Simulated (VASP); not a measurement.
These are r2SCAN meta-GGA, VASP's PBE PAW potentials (set 64) (plane waves; VASP) values and carry that method's errors.

A VASP calculation is set up with these files.

**INCAR**
```
! general
SYSTEM  = SnO2
PREC    = Accurate
ENCUT   = 520   ! plane-wave cut-off (eV)
LREAL   = .False.
LASPH   = .True.   ! aspherical one-centre terms

! electronic loop
EDIFF   = 1E-6   ! SCF stop (eV)
NELM    = 100   ! most electronic steps
ALGO    = Normal   ! blocked Davidson
LMAXMIX = 4   ! l cut-off of mixed one-centre charges
LMIXTAU = .True.

! smearing
ISMEAR  = 0
SIGMA   = 0.05

! functional
METAGGA = R2SCAN

! ions
IBRION  = 2
NSW     = 60
ISIF    = 3   ! ions, shape and volume
EDIFFG  = -0.02   ! ionic stop

! output
LWAVE   = .False.
LCHARG  = .False.
```

KPOINTS:
```
Automatic mesh
0
Gamma
4 4 6
0 0 0
```

File POSCAR:
```
SnO2
1
    4.7701778428    -0.0000000000     0.0000000000
    0.0000000000     4.7701778428     0.0000000000
    0.0000000000     0.0000000000     3.2197953570
Sn O
2 4
Direct
  0.0000000000   1.0000000000   0.0000000000
  0.5000000000   0.5000000000   0.5000000000
  0.3063833544   0.3063833544   0.0000000000
  0.8063833544   0.1936166456   0.5000000000
  0.1936166456   0.8063833544   0.5000000000
  0.6936166456   0.6936166456   0.0000000000
```

POTCAR, in this order: Sn_d O (PBE.64 set). Program: vasp_std.

What VASP printed:

### OSZICAR
```
       N       E                     dE             d eps       ncg     rms          rms(c)
DAV:   1     0.603496514588E+03    0.60350E+03   -0.27024E+04  1587   0.265E+03
DAV:   2    -0.243283103643E+01   -0.60593E+03   -0.58312E+03  1684   0.691E+02
DAV:   3    -0.984782479919E+02   -0.96045E+02   -0.95115E+02  1691   0.234E+02
DAV:   4    -0.103243435770E+03   -0.47652E+01   -0.47448E+01  1769   0.569E+01
DAV:   5    -0.103402306533E+03   -0.15887E+00   -0.15882E+00  1943   0.105E+01    0.156E+01
DAV:   6    -0.873722514022E+02    0.16030E+02   -0.16360E+01  2289   0.735E+01    0.678E+00
DAV:   7    -0.834875183573E+02    0.38847E+01   -0.25551E+00  2097   0.162E+01    0.325E+00
DAV:   8    -0.894047674131E+02   -0.59172E+01   -0.17023E+00  1720   0.120E+01    0.217E+00
DAV:   9    -0.846743988860E+02    0.47304E+01   -0.62489E-01  1566   0.695E+00    0.574E-01
DAV:  10    -0.846120481454E+02    0.62351E-01   -0.31630E-01  1812   0.430E+00    0.365E-01
DAV:  11    -0.846165314239E+02   -0.44833E-02   -0.24490E-02  1758   0.153E+00    0.278E-01
DAV:  12    -0.846158836135E+02    0.64781E-03   -0.68910E-03  2409   0.103E+00    0.893E-02
DAV:  13    -0.845967309445E+02    0.19153E-01   -0.63404E-03  1533   0.755E-01    0.421E-02
DAV:  14    -0.846286044746E+02   -0.31874E-01   -0.90026E-03  1732   0.966E-01    0.653E-02
DAV:  15    -0.846289144567E+02   -0.30998E-03   -0.39429E-04  1803   0.206E-01    0.496E-02
DAV:  16    -0.846290060228E+02   -0.91566E-04   -0.68554E-05  1838   0.818E-02    0.417E-02
DAV:  17    -0.846291012360E+02   -0.95213E-04   -0.32043E-05  1834   0.614E-02    0.118E-02
DAV:  18    -0.846291472200E+02   -0.45984E-04   -0.18605E-05  1805   0.523E-02    0.519E-03
DAV:  19    -0.846291406789E+02    0.65411E-05   -0.11756E-06  1178   0.159E-02    0.369E-03
DAV:  20    -0.846291484552E+02   -0.77763E-05   -0.35708E-06  1401   0.170E-02    0.225E-03
DAV:  21    -0.846291484722E+02   -0.16982E-07   -0.25958E-07   912   0.542E-03
   1 F= -.84629148E+02 E0= -.84629148E+02  d E =-.846291E+02
       N       E                     dE             d eps       ncg     rms          rms(c)
DAV:   1    -0.846878043073E+02   -0.58656E-01   -0.16641E+00  1855   0.204E+01    0.170E+00
DAV:   2    -0.846393833252E+02    0.48421E-01   -0.14470E-01  2046   0.453E+00    0.632E-01
DAV:   3    -0.846288296183E+02    0.10554E-01   -0.21345E-02  2005   0.325E+00    0.195E-01
DAV:   4    -0.846272225331E+02    0.16071E-02   -0.55859E-03  1971   0.169E+00    0.444E-02
DAV:   5    -0.846283947055E+02   -0.11722E-02   -0.19482E-03  1538   0.440E-01    0.270E-02
DAV:   6    -0.846283595638E+02    0.35142E-04   -0.13949E-04  1655   0.108E-01    0.182E-02
DAV:   7    -0.846284445521E+02   -0.84988E-04   -0.57505E-05  1523   0.801E-02    0.144E-02
DAV:   8    -0.846284310787E+02    0.13473E-04   -0.31480E-05  1751   0.552E-02    0.901E-03
DAV:   9    -0.846284513169E+02   -0.20238E-04   -0.17760E-05  1563   0.351E-02    0.738E-04
DAV:  10    -0.846284526793E+02   -0.13624E-05   -0.12515E-06  1088   0.104E-02    0.797E-04
DAV:  11    -0.846284525856E+02    0.93670E-07   -0.14345E-07   926   0.567E-03
   2 F= -.84628453E+02 E0= -.84628453E+02  d E =0.695887E-03
       N       E                     dE             d eps       ncg     rms          rms(c)
DAV:   1    -0.846480611746E+02   -0.19608E-01   -0.49000E-01  1855   0.113E+01    0.911E-01
DAV:   2    -0.846342837777E+02    0.13777E-01   -0.42141E-02  2046   0.242E+00    0.340E-01
DAV:   3    -0.846312067648E+02    0.30770E-02   -0.62294E-03  2013   0.170E+00    0.104E-01
DAV:   4    -0.846307847873E+02    0.42198E-03   -0.16370E-03  1971   0.900E-01    0.238E-02
DAV:   5    -0.846310509249E+02   -0.26614E-03   -0.57334E-04  1531   0.234E-01    0.148E-02
DAV:   6    -0.846310179915E+02    0.32933E-04   -0.39686E-05  1603   0.578E-02    0.101E-02
DAV:   7    -0.846310281518E+02   -0.10160E-04   -0.16988E-05  1516   0.434E-02    0.782E-03
DAV:   8    -0.846310232558E+02    0.48959E-05   -0.93922E-06  1463   0.299E-02    0.490E-03
DAV:   9    -0.846310306800E+02   -0.74242E-05   -0.48540E-06  1373   0.181E-02    0.489E-04
DAV:  10    -0.846310312129E+02   -0.53285E-06   -0.36522E-07   989   0.576E-03
   3 F= -.84631031E+02 E0= -.84631031E+02  d E =-.188274E-02
       N       E                     dE             d eps       ncg     rms          rms(c)
DAV:   1    -0.846310368580E+02   -0.61780E-05   -0.14446E-04  1848   0.194E-01    0.156E-02
DAV:   2    -0.846310312508E+02    0.56072E-05   -0.12508E-05  2054   0.415E-02    0.583E-03
DAV:   3    -0.846310299403E+02    0.13105E-05   -0.13212E-06   779   0.295E-02    0.195E-03
DAV:   4    -0.846310301396E+02   -0.19934E-06   -0.71560E-07   821   0.138E-02
   4 F= -.84631030E+02 E0= -.84631030E+02  d E =-.188167E-02
       N       E                     dE             d eps       ncg     rms          rms(c)
DAV:   1    -0.846312458253E+02   -0.21589E-03   -0.13259E-01  1680   0.243E+00    0.118E-01
DAV:   2    -0.846313506611E+02   -0.10484E-03   -0.36300E-03  1828   0.446E-01    0.598E-02
DAV:   3    -0.846313078155E+02    0.42846E-04   -0.11265E-04  1694   0.126E-01    0.304E-02
DAV:   4    -0.846312344607E+02    0.73355E-04   -0.11952E-04  1725   0.121E-01    0.656E-03
DAV:   5    -0.846312859955E+02   -0.51535E-04   -0.10056E-04  1543   0.102E-01    0.402E-03
DAV:   6    -0.846313243766E+02   -0.38381E-04   -0.17639E-05  1530   0.369E-02    0.232E-03
DAV:   7    -0.846313237209E+02    0.65574E-06   -0.98310E-07  1129   0.106E-02
   5 F= -.84631324E+02 E0= -.84631324E+02  d E =-.293581E-03
```

**OUTCAR**
```
------------------------ aborting loop because EDIFF is reached ----------------------------------------
  FORCE on cell =-STRESS in cart. coord.  units (eV):
  Direction    XX          YY          ZZ          XY          YZ          ZX
  --------------------------------------------------------------------------------------
  Total        0.0295269      0.0295269     -0.0197752     -0.0000000      0.0000000      0.0000000
  in kB        0.6493518      0.6493518     -0.4348932     -0.0000000      0.0000000      0.0000000
  external PRESSURE =       0.2879368 kB  Pullay stress =       0.0000000 kB
  volume of cell :       72.85
      direct lattice vectors                 reciprocal lattice vectors
     4.765159133  0.000000000  0.000000000     0.209856580  0.000000000  0.000000000
    -0.000000000  4.765159133  0.000000000    -0.000000000  0.209856580  0.000000000
     0.000000000  0.000000000  3.208442583     0.000000000  0.000000000  0.311677698
 POSITION                                       TOTAL-FORCE (eV/Angst)
 -----------------------------------------------------------------------------------
      4.76516      4.76516      0.00000        -0.000000      0.000000     -0.000000
      2.38258      2.38258      1.60422        -0.000000      0.000000     -0.000000
      1.45741      1.45741      0.00000         0.001925      0.001925      0.000000
      3.83999      0.92517      1.60422         0.001925     -0.001925     -0.000000
      0.92517      3.83999      1.60422        -0.001925      0.001925     -0.000000
      3.30775      3.30775      0.00000        -0.001925     -0.001925     -0.000000
 -----------------------------------------------------------------------------------
    total drift:                                0.000000      0.000000      0.000000
  FREE ENERGIE OF THE ION-ELECTRON SYSTEM (eV)
  ---------------------------------------------------
  free  energy   TOTEN  =       -84.6313237209 eV

  energy  without entropy=      -84.6313237209  energy(sigma->0) =      -84.63132372

 reached required accuracy - stopping structural energy minimisation
```
(Selected blocks of OUTCAR.)

**CONTCAR**
```
SnO2
   1.00000000000000
     4.7651591333268959    0.0000000000000000    0.0000000000000000
    -0.0000000000000000    4.7651591333268959    0.0000000000000000
     0.0000000000000000    0.0000000000000000    3.2084425829818390
  Sn              O
     2     4
Direct
     1.0000000000000000    1.0000000000000000    0.0000000000000000
     0.5000000000000000    0.5000000000000000    0.5000000000000000
     0.3058475949398503    0.3058475949398503    0.0000000000000000
     0.8058475949398503    0.1941524050601497    0.5000000000000000
     0.1941524050601497    0.8058475949398503    0.5000000000000000
     0.6941524050601497    0.6941524050601497    0.0000000000000000
```

OUTCAR:
```
 val. band max:        5.5056142413   @ k =   0.0000   0.0000   0.0000

 cond. band min:       7.2386160537   @ k =   0.0000   0.0000   0.0000


 Fermi energy:         5.7681176187

 k-point     1 :       0.0000    0.0000    0.0000
  band No.  band energies     occupation
      1     -16.2235      2.00000
      2     -15.3160      2.00000
      3     -15.0319      2.00000
      4     -15.0319      2.00000
      5     -15.0105      2.00000
      6     -14.9727      2.00000
      7     -14.8676      2.00000
      8     -14.7847      2.00000
      9     -14.7478      2.00000
     10     -14.7478      2.00000
     11     -14.1551      2.00000
     12     -12.5140      2.00000
     13     -12.5140      2.00000
     14     -10.5578      2.00000
     15      -2.5298      2.00000
     16       1.4907      2.00000
     17       1.4907      2.00000
     18       1.6023      2.00000
     19       2.3913      2.00000
     20       3.5352      2.00000
     21       3.6134      2.00000
     22       4.2820      2.00000
     23       4.2820      2.00000
     24       4.7343      2.00000
     25       4.7343      2.00000
     26       5.5056      2.00000
     27       7.2386      0.00000
     28      12.2634      0.00000
     29      12.5179      0.00000
     30      12.5179      0.00000
     31      16.5876      0.00000

 k-point     2 :       0.2500    0.0000    0.0000
  band No.  band energies     occupation
      1     -16.1191      2.00000
      2     -15.4607      2.00000
      3     -15.0295      2.00000
      4     -15.0287      2.00000
      5     -15.0286      2.00000
      6     -15.0147      2.00000
      7     -14.8541      2.00000
      8     -14.7952      2.00000
      9     -14.7518      2.00000
     10     -14.7517      2.00000
     11     -13.9893      2.00000
     12     -12.8452      2.00000
     13     -12.1247      2.00000
     14     -10.7482      2.00000
     15      -2.1226      2.00000
     16       0.5564      2.00000
     17       1.7869      2.00000
...
```

Unless said otherwise, spin-orbit coupling is left out, though it shifts the bands of the heavy elements here.

The compound is SnO2 in the rutile structure. This run relaxes it. Symmetry was kept, so distortions that lower it aren't found. The start is the result of an earlier pass.
